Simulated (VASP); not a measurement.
# K2TeCl6 in VASP: notebook

Runs on K2TeCl6. Level: PBE. Tasks: single point.

Program: VASP 6.6.1. These are calculated values, not measurements. Logs are shortened: lines on timing, memory, paths and dates and some standing lists are left out, and cuts for length are marked.

## 1. The structure

The cell holds a amorphous, 9 atoms: a = 7.016 Å, b = 5.386 Å, c = 7.506 Å, α = 79.08°, β = 84.62°, γ = 98.49°.

The cell was built by a generator and needn't be a form met in nature.

## 2. Single point, PBE

The input, INCAR:

```
PREC = Accurate
ENCUT = 520
EDIFF = 1E-7
ISMEAR = -1
SIGMA = 0.05
LREAL = F
LASPH = T
NELM = 100
ALGO = Fast
ISIF = 2
LWAVE = F
LCHARG = F
GGA = PE
NBANDS = 43
```

The input, KPOINTS:

```
Automatic mesh
0
Gamma
  2 3 2
```

The input, POSCAR:

```
K2TeCl6
1.0
    6.9338370000     -0.9321310000      0.5254370000
   -0.1438400000      5.3327130000      0.7390650000
    0.1982760000      0.4031210000      7.4922350000
Te K Cl
1 2 6
Direct
    0.4661363485      0.6288461089      0.6716080804
    0.8436297998      0.0519768458      0.9245285848
    0.7126583555      0.2484622011      0.4051571013
    0.1330048730      0.6061034497      0.9484849945
    0.9332642287      0.6450753927      0.6470354705
    0.3042575267      0.0853955678      0.7204159990
    0.2293792782      0.1123669096      0.3585624570
    0.4580137759      0.4588799089      0.0639584231
    0.1729097183      0.6042224926      0.3567126685
```

Potentials or basis: VASP PAW PBE potentials, release 64 (Te, K_sv, Cl).

Run with:

```console
$ cat potpaw_PBE.64/Te/POTCAR potpaw_PBE.64/K_sv/POTCAR potpaw_PBE.64/Cl/POTCAR > POTCAR
$ mpirun -np 1 vasp_std > vasp.out
```

OUTCAR:

```text
PREC = Accurate
   ENCUT = 520
   EDIFF = 1E-7
   ISMEAR = -1
   LREAL = F
   LASPH = T
   NELM = 100
   ISIF = 2
   GGA = PE

 ion  position               nearest neighbor table
   1  0.466  0.629  0.672-   8 2.91   6 2.92   6 2.93   4 2.95   3 3.62   3 3.64
   2  0.844  0.052  0.925-
   3  0.713  0.248  0.405-   1 3.62   1 3.64
   4  0.133  0.606  0.948-   1 2.95
   5  0.933  0.645  0.647-
   6  0.304  0.085  0.720-   1 2.92   1 2.93
   7  0.229  0.112  0.359-
   8  0.458  0.459  0.064-   1 2.91
   9  0.173  0.604  0.357-

  LATTYP: Found a triclinic cell.
 ALAT       =     5.3856044192
 B/A-ratio  =     1.8628919175
 C/A-ratio  =     1.3027161576
 COS(alpha) =     0.0091501006
 COS(beta)  =     0.1476730830
 COS(gamma) =     0.6785372834

  Lattice vectors:

 A1 = (   0.1438400000,  -5.3327130000,  -0.7390650000)
 A2 = (  -0.0544360000,  -5.7358340000,  -8.2313000000)
 A3 = (   6.9338370000,  -0.9321310000,   0.5254370000)

Analysis of symmetry for initial positions (statically):
=====================================================================
 Subroutine PRICEL returns:
 Original cell was already a primitive cell.

 Routine SETGRP: Setting up the symmetry group for a
 triclinic supercell.

 Subroutine GETGRP returns: Found  1 space group operations
 (whereof  1 operations were pure point group operations)
 out of a pool of  2 trial point group operations.

The static configuration has the point symmetry C_1 .

Analysis of symmetry for dynamics (positions and initial velocities):
=====================================================================
 Subroutine PRICEL returns:
 Original cell was already a primitive cell.

 Routine SETGRP: Setting up the symmetry group for a
 triclinic supercell.

 Subroutine GETGRP returns: Found  1 space group operations
 (whereof  1 operations were pure point group operations)
 out of a pool of  2 trial point group operations.

The dynamic configuration has the point symmetry C_1 .

 Subroutine INISYM returns: Found  1 space group operations
 (whereof  1 operations are pure point group operations),
 and found     1 'primitive' translations

----------------------------------------------------------------------------------------

                                     Primitive cell

  volume of cell :     273.2411

  direct lattice vectors                    reciprocal lattice vectors
     6.933837000 -0.932131000  0.525437000     0.145131917  0.004480372 -0.004081867
    -0.143840000  5.332713000  0.739065000     0.026334102  0.189743609 -0.010906099
     0.198276000  0.403121000  7.492235000    -0.012775933 -0.019031306  0.134833608

  length of vectors
     7.015913895  5.385604419  7.505691521     0.145258421  0.191872523  0.136768114

  position of ions in fractional coordinates (direct lattice)
     0.466136349  0.628846109  0.671608080
     0.843629800  0.051976846  0.924528585
     0.712658355  0.248462201  0.405157101
     0.133004873  0.606103450  0.948484994
     0.933264229  0.645075393  0.647035471
     0.304257527  0.085395568  0.720415999
     0.229379278  0.112366910  0.358562457
     0.458013776  0.458879909  0.063958423
     0.172909718  0.604222493  0.356712669

  ion indices of the primitive-cell ions
   primitive index   ion index
                 1           1
                 2           2
                 3           3
                 4           4
                 5           5
                 6           6
                 7           7
                 8           8
                 9           9

----------------------------------------------------------------------------------------

 KPOINTS: Automatic mesh

Automatic generation of k-mesh.
 Grid dimensions read from file:
 generate k-points for:    2    3    2

 Generating k-lattice:

  Cartesian coordinates                     Fractional coordinates (reciprocal lattice)
     0.072565959  0.002240186 -0.002040934     0.500000000  0.000000000 -0.000000000
     0.008778034  0.063247870 -0.003635366     0.000000000  0.333333333 -0.000000000
    -0.006387966 -0.009515653  0.067416804     0.000000000  0.000000000  0.500000000

  Length of vectors
     0.072629210  0.063957508  0.068384057

  Shift w.r.t. Gamma in fractional coordinates (k-lattice)
     0.000000000  0.000000000  0.000000000

 Subroutine IBZKPT returns following result:
 ===========================================

 Found      8 irreducible k-points:

 Following reciprocal coordinates:
            Coordinates               Weight
  0.000000  0.000000  0.000000      1.000000
  0.500000 -0.000000 -0.000000      1.000000
  0.000000  0.333333 -0.000000      2.000000
  0.500000  0.333333 -0.000000      2.000000
 -0.000000  0.000000  0.500000      1.000000
  0.500000 -0.000000  0.500000      1.000000
 -0.000000  0.333333  0.500000      2.000000
  0.500000  0.333333  0.500000      2.000000
   k-points           NKPTS =      8   k-points in BZ     NKDIM =      8   number of bands    NBANDS=     43
   number of dos      NEDOS =    301   number of ions     NIONS =      9
   total plane-waves  NPLWV = 120960
   dimension x,y,z NGX =    54 NGY =   40 NGZ =   56
   dimension x,y,z NGXF=   108 NGYF=   80 NGZF=  112
   ions per type =               1   2   6
   NGX,Y,Z   is equivalent  to a cutoff of  12.80, 12.35, 12.40 a.u.
   NGXF,Y,Z  is equivalent  to a cutoff of  25.59, 24.69, 24.81 a.u.
 SYSTEM =  unknown system
   PREC   = accura    normal or accurate (medium, high low for compatibility)
   ISTART =      0    job   : 0-new  1-cont  2-samecut
   ICHARG =      2    charge: 1-file 2-atom 10-const
   ISPIN  =      1    spin polarized calculation?
   LNONCOLLINEAR =      F non collinear calculations
   LSORBIT =      F    spin-orbit coupling
   LASPH  =      T    aspherical Exc in radial PAW
   ENCUT  =  520.0 eV  38.22 Ry    6.18 a.u.  13.04 10.01 13.96*2*pi/ulx,y,z
   NELM   =    100;   NELMIN=  2; NELMDL= -5     # of ELM steps
   EDIFF  = 0.1E-06   stopping-criterion for ELM
   LREAL  =      F    real-space projection
   EDIFFG = 0.1E-05   stopping-criterion for IOM
   NSW    =      0    number of steps for IOM
   IBRION =     -1    ionic relax: 0-MD 1-quasi-New 2-CG
   NFREE  =      0    steps in history (QN), initial steepest desc. (CG)
   ISIF   =      2    stress and relaxation
   ISYM   =      2    0-nonsym 1-usesym 2-fastsym
   POTIM  = 0.5000    time-step for ionic-motion
   TEBEG  =    0.0;   TEEND  =   0.0 temperature during run
   PSTRESS=    0.0 pullay stress
   NELECT =      66.0000    total number of electrons
   NUPDOWN=      -1.0000    fix difference up-down
   EMIN   =  10.00;   EMAX   =-10.00  energy-range for DOS
   EFERMI =   0.00;   METHOD = LEGACY
   ISMEAR =    -1;   SIGMA  =   0.05  broadening in eV -4-tet -1-fermi 0-gaus
   EFERMI_NEDOS =   21; number of points for ismear=-14 and -15
   IALGO  =     68    algorithm
   IMIX   =      4    mixing-type and parameters
     AMIX     =   0.40;   BMIX     =  1.00
     AMIX_MAG =   1.60;   BMIX_MAG =  1.00
  volume/ion in A,a.u.               =      30.36       204.88
  Fermi-wavevector in a.u.,A,eV,Ry     =   1.019547  1.926665 14.142944  1.039477
  Thomas-Fermi vector in A             =   2.153067
   LORBIT       =      0    0 simple, 1 ext, 2 COOP (PROOUT), +10 PAW based schemes
   GGA     = PE    functional components
   LHFCALC =     F    Hartree Fock is set to
   AEXX    =    0.0000 exact exchange contribution
   IVDW    =     0    specifies the selected vdW correction
   LEPSILON=     F    determine dielectric tensor
   LRPA    =     F    only Hartree local field effects (RPA)
 non-spin polarized calculation
 RMM-DIIS sequential band-by-band and
  energy-cutoff  :      520.00
  volume of cell :      273.24
 maximum number of plane-waves:      7367
 NGX is ok and might be reduce to    54
   NGX = 27   NGY = 21   NGZ = 27

 number of electron      66.0000002 magnetization

 Free energy of the ion-electron system (eV)
  ---------------------------------------------------
  ext. energy  EPLUGINS =         0.00000000
  ---------------------------------------------------
  free energy    TOTEN  =       -19.37571750 eV

  energy without entropy =      -19.30397510  energy(sigma->0) =      -19.33984630

 E-fermi :   1.3245     XC(G=0):  -7.8271

 val. band max:        1.3161285586   @ k =  -0.0000   0.3333   0.5000
 cond. band min:       1.3681354220   @ k =   0.0000   0.3333  -0.0000
 fundamental gap:      0.0520068634
 Fermi energy:         1.3244983111

 k-point     1 :       0.0000    0.0000    0.0000
  band No.  band energies     occupation
      1     -29.0793      2.00000
      2     -28.8884      2.00000
      3     -14.1731      2.00000
      4     -13.3928      2.00000
      5     -13.2008      2.00000
      6     -13.0551      2.00000
[... 35 lines left out ...]
     42       7.5187      0.00000
     43       7.7504      0.00000

 k-point     2 :       0.5000   -0.0000   -0.0000
  band No.  band energies     occupation
      1     -29.0793      2.00000
      2     -28.8884      2.00000
      3     -14.1605      2.00000
      4     -13.4189      2.00000
      5     -13.1968      2.00000
      6     -13.0637      2.00000
[... 35 lines left out ...]
     42       7.4839      0.00000
     43       7.7532      0.00000

 k-point     3 :       0.0000    0.3333   -0.0000
  band No.  band energies     occupation
      1     -29.0792      2.00000
      2     -28.8882      2.00000
      3     -13.9694      2.00000
      4     -13.4873      2.00000
      5     -13.2602      2.00000
      6     -12.8565      2.00000
[... 35 lines left out ...]
     42       7.7383      0.00000
     43       8.0524      0.00000

 k-point     4 :       0.5000    0.3333   -0.0000
  band No.  band energies     occupation
      1     -29.0792      2.00000
      2     -28.8882      2.00000
      3     -13.9435      2.00000
      4     -13.4870      2.00000
      5     -13.2918      2.00000
      6     -12.8596      2.00000
[... 35 lines left out ...]
     42       7.6106      0.00000
     43       7.8586      0.00000

 k-point     5 :      -0.0000    0.0000    0.5000
  band No.  band energies     occupation
      1     -29.0792      2.00000
      2     -28.8885      2.00000
      3     -13.9875      2.00000
      4     -13.7691      2.00000
      5     -13.2402      2.00000
      6     -12.7859      2.00000
[... 35 lines left out ...]
     42       7.6452      0.00000
     43       8.0595      0.00000

 k-point     6 :       0.5000   -0.0000    0.5000
  band No.  band energies     occupation
      1     -29.0792      2.00000
      2     -28.8885      2.00000
      3     -13.9623      2.00000
      4     -13.7921      2.00000
      5     -13.2435      2.00000
      6     -12.8380      2.00000
[... 35 lines left out ...]
     42       7.4983      0.00000
     43       7.6512      0.00000

 k-point     7 :      -0.0000    0.3333    0.5000
  band No.  band energies     occupation
      1     -29.0791      2.00000
      2     -28.8884      2.00000
      3     -13.8840      2.00000
      4     -13.5401      2.00000
      5     -13.3519      2.00000
      6     -12.8320      2.00000
[... 35 lines left out ...]
     42       7.6973      0.00000
     43       7.9352      0.00000

 k-point     8 :       0.5000    0.3333    0.5000
  band No.  band energies     occupation
      1     -29.0791      2.00000
      2     -28.8884      2.00000
      3     -13.8597      2.00000
      4     -13.5629      2.00000
      5     -13.3260      2.00000
      6     -12.8808      2.00000
[... 35 lines left out ...]
     42       7.7905      0.00000
     43       8.0049      0.00000

------------------------ aborting loop because EDIFF is reached ----------------------------------------

  FORCE on cell =-STRESS in cart. coord.  units (eV):
  Direction    XX          YY          ZZ          XY          YZ          ZX
  --------------------------------------------------------------------------------------
  -------------------------------------------------------------------------------------
  Total       -1.3977650      2.1503654      7.4359834     -0.8404347     -0.6265162     -0.7420051
  in kB       -8.1959386     12.6088884     43.6016527     -4.9279754     -3.6736424     -4.3508229
  external PRESSURE =      16.0048675 kB  Pullay stress =       0.0000000 kB

 VOLUME and BASIS-vectors are now :
 -----------------------------------------------------------------------------
  energy-cutoff  :      520.00
  volume of cell :      273.24
      direct lattice vectors                 reciprocal lattice vectors
     6.933837000 -0.932131000  0.525437000     0.145131917  0.004480372 -0.004081867
    -0.143840000  5.332713000  0.739065000     0.026334102  0.189743609 -0.010906099
     0.198276000  0.403121000  7.492235000    -0.012775933 -0.019031306  0.134833608

 POSITION                                       TOTAL-FORCE (eV/Angst)
 -----------------------------------------------------------------------------------
      3.27482      3.18970      5.74153        -0.851264     -0.471458      1.173231
      6.02543     -0.13650      7.40847         0.276822     -0.025414     -0.083255
      4.98605      0.82401      3.59362         0.189899      0.137787     -0.135073
      1.02311      3.49055      7.62411        -1.117002     -0.379869      0.348543
      6.50661      2.83091      5.81487        -2.422156      0.195414      0.189971
      2.24023      0.46220      5.62051         1.561723      0.937906      0.705954
      1.64541      0.52995      2.89000        -0.415275      0.033542     -1.220405
      3.12247      2.04593      1.05899         1.767875     -0.241948     -0.706766
      1.18274      3.20477      3.20999         1.009379     -0.185960     -0.272200
 -----------------------------------------------------------------------------------
    total drift:                                0.001605      0.000912     -0.000556

  FREE ENERGIE OF THE ION-ELECTRON SYSTEM (eV)
  ---------------------------------------------------
  free  energy   TOTEN  =       -19.3757175038 eV

  energy  without entropy=      -19.3039750968  energy(sigma->0) =      -19.33984630
```

Wall time 1.9 min (1 thread of AMD EPYC 9R45 (Zen 5), shared host); peak memory 0.35 GiB.

Results:

```yaml
Free_energy: -19.3757 eV
Pressure: 1.6 GPa
Largest_force: 2.437 eV/Å
Band_gap_on_the_k_mesh: none (metal or under the smearing width)
```

Forces on the atoms (eV/Å):
```
Te  -0.851 -0.471  1.173
K    0.277 -0.025 -0.083
K    0.190  0.138 -0.135
Cl  -1.117 -0.380  0.349
Cl  -2.422  0.195  0.190
Cl   1.562  0.938  0.706
Cl  -0.415  0.034 -1.220
Cl   1.768 -0.242 -0.707
Cl   1.009 -0.186 -0.272
```

Caveat: the k mesh is coarse (spacing up to 0.46 Å⁻¹), so the values aren't converged.

## 3. Single point, PBE

The input, INCAR:

```
SYSTEM = K2TeCl6
ALGO = Normal
EDIFF = 1E-6
ENCUT = 520
GGA = PE
ISIF = 2
ISMEAR = -1
LASPH = .True.
LCHARG = .False.
LREAL = .False.
LWAVE = .False.
NBANDS = 43
NELM = 100
PREC = Accurate
SIGMA = 0.05
```

The input, KPOINTS:

```
k-points
0
Gamma
  2 3 2
  0 0 0
```

The input, POSCAR:

```
K2TeCl6
1.0
    6.9338370000     -0.9321310000      0.5254370000
   -0.1438400000      5.3327130000      0.7390650000
    0.1982760000      0.4031210000      7.4922350000
Te K Cl
1 2 6
Direct
    0.4653412899      0.6285608796      0.6725803612
    0.8440944094      0.0511449741      0.9265954826
    0.7146775102      0.2499159894      0.4039750265
    0.1299667741      0.6067017280      0.9523167166
    0.9263281470      0.6437104791      0.6474456597
    0.3094231331      0.0907340421      0.7188394761
    0.2257201121      0.1113240373      0.3551230843
    0.4637879839      0.4575010753      0.0590473471
    0.1757254630      0.6024123933      0.3579216915
```

Potentials or basis: VASP PAW PBE potentials, release 64 (Te, K_sv, Cl).

Run with:

```console
$ cat potpaw_PBE.64/Te/POTCAR potpaw_PBE.64/K_sv/POTCAR potpaw_PBE.64/Cl/POTCAR > POTCAR
$ mpirun -np 1 vasp_std > vasp.out
```

It took 77 s on 1 thread of AMD EPYC 9R45 (Zen 5), shared host; peak memory 0.34 GiB.

It converged, with:

```yaml
Free_energy: -19.7675 eV
Pressure: 1.2 GPa
Largest_force: 2.436 eV/Å
Band_gap_on_the_k_mesh: none (metal or under the smearing width)
```

Forces on the atoms (eV/Å):
```
Te  -0.919 -0.537  1.210
K    0.284 -0.020 -0.083
K    0.208  0.137 -0.135
Cl  -1.013 -0.304  0.249
Cl  -2.421  0.224  0.144
Cl   1.533  0.837  0.636
Cl  -0.407  0.011 -1.097
Cl   1.660 -0.185 -0.776
Cl   1.074 -0.162 -0.147
```

Stress tensor (GPa, compression positive):
```
-1.02 -0.47 -0.51
-0.47  0.86 -0.26
-0.51 -0.26  3.77
```

Levels at points of the mesh, in eV from the Fermi level:
```
           k point  band 29  band 30  band 31  band 32  band 33  band 34  band 35  band 36  band 37  band 38
(0.00, 0.00, 0.00)    -1.20    -0.86    -0.45    -0.16     0.11     0.25     0.62     1.26     3.08     4.84
(0.50, 0.00, 0.00)    -1.31    -0.93    -0.56    -0.20    -0.02     0.42     0.71     1.25     3.72     5.02
(0.00, 0.00, 0.50)    -1.28    -0.98    -0.36    -0.34     0.08     0.47     0.61     1.22     3.85     4.32
(0.50, 0.00, 0.50)    -1.32    -1.05    -0.75    -0.23     0.22     0.62     0.66     1.22     3.75     4.71
```

Caveat: the k mesh is coarse (spacing up to 0.46 Å⁻¹), so the values aren't converged. The run has no spin-orbit coupling, so splittings on Te are missing.
